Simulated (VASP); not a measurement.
Computed with PBEsol GGA, VASP's PBE PAW potentials (set 64) (plane waves; VASP 6.6.1).

Input for VASP

### POSCAR
```
NiSi2
1
    0.0000000000     2.7261907374     2.7261907374
    2.7261907374     0.0000000000     2.7261907374
    2.7261907374     2.7261907374     0.0000000000
Si Ni
2 1
Direct
  0.2500000000   0.2500000000   0.2500000000
  0.7500000000   0.7500000000   0.7500000000
  0.0000000000   0.0000000000   0.0000000000
```

### KPOINTS
```
Automatic
0
Gamma
10 10 10
0 0 0
```

### INCAR
```
! general
SYSTEM   =  NiSi2
PREC     =  Accurate
ENCUT    =  520
LREAL    =  F
LASPH    =  T

! electronic loop
EDIFF    =  1E-7
NELM     =  100
ALGO     =  Normal
LMAXMIX  =  4

! smearing
ISMEAR   =  1
SIGMA    =  0.1

! functional
GGA      =  PS

! ions
ISIF     =  2

! output
LWAVE    =  F
LCHARG   =  F
```

POTCAR, in this order: Si Ni (PBE.64 set). Program: vasp_std.

Output of the run:

**OSZICAR**
```
       N       E                     dE             d eps       ncg     rms          rms(c)
DAV:   1     0.694349880417E+02    0.69435E+02   -0.78891E+03  1222   0.140E+03
DAV:   2    -0.168755486668E+02   -0.86311E+02   -0.81181E+02  1267   0.250E+02
DAV:   3    -0.211087227170E+02   -0.42332E+01   -0.40785E+01  1615   0.614E+01
DAV:   4    -0.211959356617E+02   -0.87213E-01   -0.87072E-01  1412   0.839E+00
DAV:   5    -0.211985012588E+02   -0.25656E-02   -0.25647E-02  1618   0.149E+00    0.170E+01
DAV:   6    -0.265111537051E+02   -0.53127E+01   -0.60912E+01  1310   0.192E+02    0.265E+01
DAV:   7    -0.191328215852E+02    0.73783E+01   -0.17426E+01  1462   0.118E+02    0.441E+00
DAV:   8    -0.190080755215E+02    0.12475E+00   -0.25137E+00  1745   0.276E+01    0.257E+00
DAV:   9    -0.189628611185E+02    0.45214E-01   -0.30522E-01  1533   0.106E+01    0.673E-01
DAV:  10    -0.189599693296E+02    0.28918E-02   -0.12661E-02  1615   0.248E+00    0.290E-01
DAV:  11    -0.189598632942E+02    0.10604E-03   -0.11703E-03  1547   0.275E-01    0.638E-02
DAV:  12    -0.189598833929E+02   -0.20099E-04   -0.39122E-05  1515   0.629E-02    0.223E-02
DAV:  13    -0.189598788389E+02    0.45540E-05   -0.15540E-05  1678   0.942E-02    0.723E-03
DAV:  14    -0.189598787756E+02    0.63291E-07   -0.23320E-06  1853   0.167E-02    0.405E-03
DAV:  15    -0.189598786716E+02    0.10401E-06   -0.44643E-07  1518   0.146E-02    0.656E-04
DAV:  16    -0.189598787303E+02   -0.58643E-07   -0.41137E-08   831   0.201E-03
   1 F= -.18959879E+02 E0= -.18959554E+02  d E =-.975027E-03
```

OUTCAR:
```
------------------------ aborting loop because EDIFF is reached ----------------------------------------
  FORCE on cell =-STRESS in cart. coord.  units (eV):
  Direction    XX          YY          ZZ          XY          YZ          ZX
  --------------------------------------------------------------------------------------
  Total       -1.2858522     -1.2858522     -1.2858522     -0.0000000     -0.0000000      0.0000000
  in kB      -50.8396922    -50.8396922    -50.8396922     -0.0000000     -0.0000000      0.0000000
  external PRESSURE =     -50.8396922 kB  Pullay stress =       0.0000000 kB
  volume of cell :       40.52
      direct lattice vectors                 reciprocal lattice vectors
     0.000000000  2.726190737  2.726190737    -0.183406096  0.183406096  0.183406096
     2.726190737  0.000000000  2.726190737     0.183406096 -0.183406096  0.183406096
     2.726190737  2.726190737  0.000000000     0.183406096  0.183406096 -0.183406096
 POSITION                                       TOTAL-FORCE (eV/Angst)
 -----------------------------------------------------------------------------------
      1.36310      1.36310      1.36310        -0.000000     -0.000000     -0.000000
      4.08929      4.08929      4.08929         0.000000      0.000000     -0.000000
      0.00000      0.00000      0.00000         0.000000      0.000000      0.000000
 -----------------------------------------------------------------------------------
    total drift:                                0.000000     -0.000000     -0.000000
  FREE ENERGIE OF THE ION-ELECTRON SYSTEM (eV)
  ---------------------------------------------------
  free  energy   TOTEN  =       -18.9598787303 eV

  energy  without entropy=      -18.9589037028  energy(sigma->0) =      -18.95955372
```
(Selected blocks of OUTCAR.)

The compound is NiSi2 in the fluorite structure. This cell is one point of a volume scan, at 1.03 of the reference volume. The run is not spin-polarised, so no magnetic state was tried.
